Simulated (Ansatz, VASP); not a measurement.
LiBeF3 in VASP and in Ansatz

The input INCAR:

```
PREC = Accurate
ENCUT = 520
EDIFF = 1E-6
ISMEAR = 0
SIGMA = 0.1
LREAL = F
LASPH = T
NELM = 60
ALGO = Normal
ISIF = 2
LWAVE = F
LCHARG = F
GGA = PE
NBANDS = 37
```

Contents of KPOINTS:

```
Automatic mesh
0
Gamma
  4 4 2
```

POSCAR

```
LiBeF3
1.0
    3.5411025478      0.0000000000      0.0000000000
    0.0000000000      3.5411025478      0.0000000000
    0.0000000000      0.0000000000      7.0822050956
Li Be F
2 2 6
Direct
    0.5000000000      0.5000000000      0.2500000000
    0.5000000000      0.5000000000      0.7500000000
    0.0000000000      0.0000000000      0.0000000000
    0.0000000000      0.0000000000      0.5000000000
    0.0000000000      0.5000000000      0.2500000000
    0.0000000000      0.5000000000      0.7500000000
    0.5000000000      0.0000000000      0.2500000000
    0.5000000000      0.0000000000      0.7500000000
    0.5000000000      0.5000000000      0.0000000000
    0.5000000000      0.5000000000      0.5000000000
```

Input for Ansatz:

```yaml
crystal:
  lattice:
    - [3.5411025478, 0.0, 0.0]
    - [0.0, 3.5411025478, 0.0]
    - [0.0, 0.0, 7.0822050956]
  atoms:
    - { symbol: Li, position: [0.5, 0.5, 0.25] }
    - { symbol: Li, position: [0.5, 0.5, 0.75] }
    - { symbol: Be, position: [0.0, 0.0, 0.0] }
    - { symbol: Be, position: [0.0, 0.0, 0.5] }
    - { symbol: F, position: [0.0, 0.5, 0.25] }
    - { symbol: F, position: [0.0, 0.5, 0.75] }
    - { symbol: F, position: [0.5, 0.0, 0.25] }
    - { symbol: F, position: [0.5, 0.0, 0.75] }
    - { symbol: F, position: [0.5, 0.5, 0.0] }
    - { symbol: F, position: [0.5, 0.5, 0.5] }
basis:
  ecutwfc: 420
kpoints:
  mp_grid: { grid: [4, 4, 2] }
hamiltonian:
  xc: pbe
scf:
  occupations: { method: gaussian, width: 0.1 }
  lower_state_search: "off"
output:
  forces: true
  stress: true
  eigenvalues: true
```

Alike in both runs: task single point; functional PBE; k mesh 4 × 4 × 2; occupations gaussian, width 0.1 eV; no spin polarisation.

|  | VASP | Ansatz |
| --- | --- | --- |
| version | VASP 6.6.1 | Ansatz 0.2.0 |
| potentials or method | VASP PAW PBE potentials, release 64 (Li_sv, Be, F) | scalar-relativistic, plane waves, PAW |
| plane-wave cutoff (eV) | 520 | 420 |
| valence electrons in the cell | 52 | 52 |

Ansatz gave:

| Property | Result |
| --- | --- |
| gap on the k mesh at the Fermi level (eV) | 1.60 |
| least direct gap on the mesh (eV) | 1.95 |

Q: What did VASP give for the same quantities?

A: gap on the k mesh at the Fermi level (eV): 1.58; least direct gap on the mesh (eV): 1.93.

With one functional, cell and mesh, what is left measures potentials, basis and numerics.

Caveats: the k mesh is coarse (spacing up to 0.44 Å⁻¹), so the values aren't converged. A k mesh can miss the band edges.
